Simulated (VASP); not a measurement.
# NbSb (relaxed from the zinc blende structure, space group F-43m): computed properties

Computed with r2SCAN meta-GGA, VASP's PBE PAW potentials (set 64) (plane waves; VASP).

```yaml
space_group: F-43m (216)
cell: a = b = c = 6.2669 Å, α = β = γ = 90.00°
volume_per_atom: 30.77 Å^3/atom
band gap (over mesh and band path): none (metal, semimetal or under 0.01 eV)
density: 5.79 g/cm³
```

```yaml
crystal:
  lattice:
    - [0.00000, 3.13346, 3.13346]
    - [3.13346, 0.00000, 3.13346]
    - [3.13346, 3.13346, 0.00000]
  atoms:
    - { symbol: Nb, position: [0.00000, 0.00000, 0.00000] }
    - { symbol: Sb, position: [0.25000, 0.25000, 0.25000] }
```

Unless said otherwise, spin-orbit coupling is left out, though it shifts the bands of the heavy elements here.

The structure was generated: NbSb was put into the zinc blende type (F-43m), which need not be its known phase. It was relaxed first, which changed the volume by -28 %. Symmetry was kept, so distortions that lower it aren't found.
